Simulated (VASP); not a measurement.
# Lu3Si (Pm-3m) in VASP: a series of runs, part 2 of 2

VASP 6.6.1. The steps go on from the part before.

**4. Single point, PBE**

INCAR

```
ALGO = Normal ; EDIFF = 1E-6
ENCUT = 520 ; GGA = PE
ISIF = 2 ; ISMEAR = 0
LASPH = True ; LCHARG = False
LREAL = False ; LWAVE = False
NBANDS = 48 ; NELM = 100
PREC = Accurate ; SIGMA = 0.1
```

KPOINTS

```
Automatic mesh
0
Gamma
  5 5 5
  0.5 0.5 0.5
```

POSCAR

```
Lu3Si
1.0
    4.5414190000      0.0000000000      0.0000000000
    0.0000000000      4.5414190000      0.0000000000
    0.0000000000      0.0000000000      4.5414190000
Lu Si
3 1
Direct
    0.0000000000      0.5000000000      0.5000000000
    0.5000000000      0.0000000000      0.5000000000
    0.5000000000      0.5000000000      0.0000000000
    0.0000000000      0.0000000000      0.0000000000
```

Potentials or basis: VASP PAW PBE potentials, release 64 (Lu, Si).

On the command line:

```console
$ cat potpaw_PBE.64/Lu/POTCAR potpaw_PBE.64/Si/POTCAR > POTCAR
$ mpirun -np 1 vasp_std > vasp.out
```

OUTCAR:

```text
EDIFF = 1E-6
   ENCUT = 520
   GGA = PE
   ISIF = 2
   ISMEAR = 0
   LASPH = True
   LREAL = False
   NELM = 100
   PREC = Accurate

 ion  position               nearest neighbor table
   1  0.000  0.500  0.500-   2 3.21   3 3.21   4 3.21   3 3.21   4 3.21   2 3.21   4 3.21   4 3.21
                             2 3.21   3 3.21   3 3.21   2 3.21
   2  0.500  0.000  0.500-   1 3.21   3 3.21   4 3.21   3 3.21   4 3.21   1 3.21   3 3.21   3 3.21
                             1 3.21   4 3.21   4 3.21   1 3.21
   3  0.500  0.500  0.000-   1 3.21   2 3.21   4 3.21   1 3.21   2 3.21   2 3.21   4 3.21   2 3.21
                             1 3.21   4 3.21   1 3.21   4 3.21
   4  0.000  0.000  0.000-   1 3.21   2 3.21   3 3.21   1 3.21   2 3.21   1 3.21   3 3.21   1 3.21
                             2 3.21   3 3.21   2 3.21   3 3.21

  LATTYP: Found a simple cubic cell.
 ALAT       =     4.5414190000

  Lattice vectors:

 A1 = (   4.5414190000,   0.0000000000,   0.0000000000)
 A2 = (   0.0000000000,   4.5414190000,   0.0000000000)
 A3 = (   0.0000000000,   0.0000000000,   4.5414190000)

Analysis of symmetry for initial positions (statically):
=====================================================================
 Subroutine PRICEL returns:
 Original cell was already a primitive cell.

 Routine SETGRP: Setting up the symmetry group for a
 simple cubic supercell.

 Subroutine GETGRP returns: Found 48 space group operations
 (whereof 48 operations were pure point group operations)
 out of a pool of 48 trial point group operations.

The static configuration has the point symmetry O_h .

Analysis of symmetry for dynamics (positions and initial velocities):
=====================================================================
 Subroutine PRICEL returns:
 Original cell was already a primitive cell.

 Routine SETGRP: Setting up the symmetry group for a
 simple cubic supercell.

 Subroutine GETGRP returns: Found 48 space group operations
 (whereof 48 operations were pure point group operations)
 out of a pool of 48 trial point group operations.

The dynamic configuration has the point symmetry O_h .

 Subroutine INISYM returns: Found 48 space group operations
 (whereof 48 operations are pure point group operations),
 and found     1 'primitive' translations

----------------------------------------------------------------------------------------

                                     Primitive cell

  volume of cell :      93.6644

  direct lattice vectors                    reciprocal lattice vectors
     4.541419000  0.000000000  0.000000000     0.220195494  0.000000000  0.000000000
     0.000000000  4.541419000  0.000000000     0.000000000  0.220195494  0.000000000
     0.000000000  0.000000000  4.541419000     0.000000000  0.000000000  0.220195494

  length of vectors
     4.541419000  4.541419000  4.541419000     0.220195494  0.220195494  0.220195494

  position of ions in fractional coordinates (direct lattice)
     0.000000000  0.500000000  0.500000000
     0.500000000  0.000000000  0.500000000
     0.500000000  0.500000000  0.000000000
     0.000000000  0.000000000  0.000000000

  ion indices of the primitive-cell ions
   primitive index   ion index
                 1           1
                 2           2
                 3           3
                 4           4
[... 29 lines left out ...]
  0.100000  0.100000  0.100000      8.000000
  0.300000  0.100000  0.100000     24.000000
  0.500000  0.100000  0.100000     12.000000
  0.300000  0.300000  0.100000     24.000000
  0.500000  0.300000  0.100000     24.000000
  0.500000  0.500000  0.100000      6.000000
  0.300000  0.300000  0.300000      8.000000
  0.500000  0.300000  0.300000     12.000000
  0.500000  0.500000  0.300000      6.000000
  0.500000  0.500000  0.500000      1.000000
   k-points           NKPTS =     10   k-points in BZ     NKDIM =     10   number of bands    NBANDS=     48
   number of dos      NEDOS =    301   number of ions     NIONS =      4
   total plane-waves  NPLWV =  46656
   dimension x,y,z NGX =    36 NGY =   36 NGZ =   36
   dimension x,y,z NGXF=    72 NGYF=   72 NGZF=   72
   ions per type =               3   1
   NGX,Y,Z   is equivalent  to a cutoff of  13.18, 13.18, 13.18 a.u.
   NGXF,Y,Z  is equivalent  to a cutoff of  26.36, 26.36, 26.36 a.u.
 SYSTEM =  unknown system
   PREC   = accura    normal or accurate (medium, high low for compatibility)
   ISTART =      0    job   : 0-new  1-cont  2-samecut
   ICHARG =      2    charge: 1-file 2-atom 10-const
   ISPIN  =      1    spin polarized calculation?
   LNONCOLLINEAR =      F non collinear calculations
   LSORBIT =      F    spin-orbit coupling
   LASPH  =      T    aspherical Exc in radial PAW
   ENCUT  =  520.0 eV  38.22 Ry    6.18 a.u.   8.44  8.44  8.44*2*pi/ulx,y,z
   NELM   =    100;   NELMIN=  2; NELMDL= -5     # of ELM steps
   EDIFF  = 0.1E-05   stopping-criterion for ELM
   LREAL  =      F    real-space projection
   EDIFFG = 0.1E-04   stopping-criterion for IOM
   NSW    =      0    number of steps for IOM
   IBRION =     -1    ionic relax: 0-MD 1-quasi-New 2-CG
   NFREE  =      0    steps in history (QN), initial steepest desc. (CG)
   ISIF   =      2    stress and relaxation
   ISYM   =      2    0-nonsym 1-usesym 2-fastsym
   POTIM  = 0.5000    time-step for ionic-motion
   TEBEG  =    0.0;   TEEND  =   0.0 temperature during run
   PSTRESS=    0.0 pullay stress
   NELECT =      79.0000    total number of electrons
   NUPDOWN=      -1.0000    fix difference up-down
   EMIN   =  10.00;   EMAX   =-10.00  energy-range for DOS
   EFERMI =   0.00;   METHOD = LEGACY
   ISMEAR =     0;   SIGMA  =   0.10  broadening in eV -4-tet -1-fermi 0-gaus
   EFERMI_NEDOS =   21; number of points for ismear=-14 and -15
   IALGO  =     38    algorithm
   IMIX   =      4    mixing-type and parameters
     AMIX     =   0.40;   BMIX     =  1.00
     AMIX_MAG =   1.60;   BMIX_MAG =  1.00
  volume/ion in A,a.u.               =      23.42       158.02
  Fermi-wavevector in a.u.,A,eV,Ry     =   1.546770  2.922971 32.551886  2.392496
  Thomas-Fermi vector in A             =   2.651958
   LORBIT       =      0    0 simple, 1 ext, 2 COOP (PROOUT), +10 PAW based schemes
   GGA     = PE    functional components
   LHFCALC =     F    Hartree Fock is set to
   AEXX    =    0.0000 exact exchange contribution
   IVDW    =     0    specifies the selected vdW correction
   LEPSILON=     F    determine dielectric tensor
   LRPA    =     F    only Hartree local field effects (RPA)
 non-spin polarized calculation
 Gauss-broadening in eV      SIGMA  =   0.10
  energy-cutoff  :      520.00
  volume of cell :       93.66
 maximum number of plane-waves:      2534
 NGX is ok and might be reduce to    36
   NGX = 17   NGY = 17   NGZ = 17

 number of electron      79.0000036 magnetization

 Free energy of the ion-electron system (eV)
  ---------------------------------------------------
  ext. energy  EPLUGINS =         0.00000000
  ---------------------------------------------------
  free energy    TOTEN  =       -19.92820757 eV

  energy without entropy =      -19.91271683  energy(sigma->0) =      -19.92046220

 E-fermi :   3.8951     XC(G=0): -11.1577

 val. band max:        3.8897234563   @ k =   0.5000   0.5000   0.1000
 cond. band min:       3.9127142693   @ k =   0.5000   0.1000   0.1000
 fundamental gap:      0.0229908130
 Fermi energy:         3.8950675757

 k-point     1 :       0.1000    0.1000    0.1000
  band No.  band energies     occupation
      1     -52.3722      2.00000
      2     -52.3015      2.00000
      3     -52.3015      2.00000
      4     -23.3805      2.00000
      5     -23.3238      2.00000
      6     -23.3238      2.00000
[... 499 lines left out ...]
     47       6.8839      0.00000
     48       7.3688      0.00000

------------------------ aborting loop because EDIFF is reached ----------------------------------------

  FORCE on cell =-STRESS in cart. coord.  units (eV):
  Direction    XX          YY          ZZ          XY          YZ          ZX
  --------------------------------------------------------------------------------------
  -------------------------------------------------------------------------------------
  Total       -0.4192213     -0.4192213     -0.4192213      0.0000000      0.0000000      0.0000000
  in kB       -7.1709916     -7.1709916     -7.1709916      0.0000000      0.0000000      0.0000000
  external PRESSURE =      -7.1709916 kB  Pullay stress =       0.0000000 kB

 VOLUME and BASIS-vectors are now :
 -----------------------------------------------------------------------------
  energy-cutoff  :      520.00
  volume of cell :       93.66
      direct lattice vectors                 reciprocal lattice vectors
     4.541419000  0.000000000  0.000000000     0.220195494  0.000000000  0.000000000
     0.000000000  4.541419000  0.000000000     0.000000000  0.220195494  0.000000000
     0.000000000  0.000000000  4.541419000     0.000000000  0.000000000  0.220195494

 POSITION                                       TOTAL-FORCE (eV/Angst)
 -----------------------------------------------------------------------------------
      0.00000      2.27071      2.27071         0.000000      0.000000      0.000000
      2.27071      0.00000      2.27071         0.000000      0.000000      0.000000
      2.27071      2.27071      0.00000         0.000000      0.000000      0.000000
      0.00000      0.00000      0.00000         0.000000      0.000000      0.000000
 -----------------------------------------------------------------------------------
    total drift:                                0.000000      0.000000      0.000000

  FREE ENERGIE OF THE ION-ELECTRON SYSTEM (eV)
  ---------------------------------------------------
  free  energy   TOTEN  =       -19.9282075674 eV

  energy  without entropy=      -19.9127168340  energy(sigma->0) =      -19.92046220
```

OSZICAR:

```text
N       E                     dE             d eps       ncg     rms          rms(c)
DAV:   1     0.658128293208E+03    0.65813E+03   -0.26632E+04  1392   0.521E+03
DAV:   2     0.748679067678E+02   -0.58326E+03   -0.54993E+03  1240   0.894E+02
DAV:   3    -0.732992887249E+01   -0.82198E+02   -0.79314E+02  1072   0.195E+02
DAV:   4    -0.197339238617E+02   -0.12404E+02   -0.12105E+02  1544   0.552E+01
DAV:   5    -0.203712974142E+02   -0.63737E+00   -0.63488E+00  1496   0.119E+01    0.733E+00
DAV:   6    -0.199936570420E+02    0.37764E+00   -0.15514E+00  1528   0.172E+01    0.326E+00
DAV:   7    -0.199319230003E+02    0.61734E-01   -0.28978E-01  1376   0.323E+00    0.931E-01
DAV:   8    -0.199272281957E+02    0.46948E-02   -0.70580E-02  1408   0.172E+00    0.295E-01
DAV:   9    -0.199279997177E+02   -0.77152E-03   -0.39532E-03  1392   0.633E-01    0.131E-01
DAV:  10    -0.199282046843E+02   -0.20497E-03   -0.11012E-03  1488   0.218E-01    0.240E-02
DAV:  11    -0.199282063081E+02   -0.16239E-05   -0.71596E-05  1560   0.635E-02    0.159E-02
DAV:  12    -0.199282077644E+02   -0.14562E-05   -0.86322E-06  1096   0.230E-02    0.257E-03
DAV:  13    -0.199282075674E+02    0.19699E-06   -0.18033E-06   824   0.137E-02
   1 F= -.19928208E+02 E0= -.19920462E+02  d E =-.154907E-01
```

Run time: 22 s. Hardware: 1 thread of Intel Xeon 6975P-C (Granite Rapids), shared host; peak memory 0.22 GiB.

Results:

```
Free energy            : -19.9282 eV
Pressure               : -0.7 GPa
Band gap on the k mesh : none (metal or under the smearing width)
```

The run has no spin-orbit coupling, so splittings on Lu are missing.

**5. Single point, PBE**

INCAR

```
SYSTEM = Lu3Si
PREC     = Accurate       ! precision mode
ENCUT    = 520            ! plane-wave cutoff, eV
EDIFF    = 1E-6           ! SCF threshold, eV
ISMEAR   = 0              ! smearing method
SIGMA    = 0.3            ! smearing width, eV
LREAL    = .FALSE.        ! projectors in reciprocal space
LASPH    = .TRUE.         ! aspherical terms in the spheres
NELM     = 100            ! most SCF steps
ALGO     = Normal         ! electronic algorithm
ISIF     = 2              ! what is computed and relaxed
LWAVE    = .FALSE.        ! write WAVECAR
LCHARG   = .FALSE.        ! write CHGCAR
GGA      = PE             ! functional
NBANDS   = 48             ! bands
```

KPOINTS is that of step 4.

POSCAR is that of step 4.

On the command line:

```console
$ cat potpaw_PBE.64/Lu/POTCAR potpaw_PBE.64/Si/POTCAR > POTCAR
$ mpirun -np 1 vasp_std > vasp.out
```

Run time: 23 s. Hardware: 1 thread of Intel Xeon 6975P-C (Granite Rapids), shared host; peak memory 0.22 GiB.

Results (log left out):

```yaml
Free_energy: -19.9989 eV
Pressure: -0.5 GPa
Band_gap_on_the_k_mesh: none (metal or under the smearing width)
```

Levels at points of the mesh, in eV from the Fermi level:
```csv
k point,band 36,band 37,band 38,band 39,band 40,band 41,band 42,band 43,band 44,band 45
"(0.50, 0.50, 0.50)",-2.45,-2.45,-1.96,-1.96,-1.96,0.96,2.01,2.01,2.01,3.03
```

**6. The runs side by side**

| smearing | gap on the mesh (eV) | pressure (GPa) |
| --- | --- | --- |
| gaussian 0.05 eV | none | -0.7 |
| gaussian 0.2 eV | none | -3.6 |
| gaussian 0.1 eV | none | -0.7 |
| gaussian 0.3 eV | none | -0.5 |

Alike in all rows: task single point; level PBE; potentials or basis VASP PAW PBE potentials, release 64 (Lu, Si); no spin polarisation; cell as given; k mesh 5 × 5 × 5, shifted; cutoff (eV) 520.

Every run on the cell as given and a fine mesh finds a metal.

Absolute energies hang on the potentials; compare differences alone.
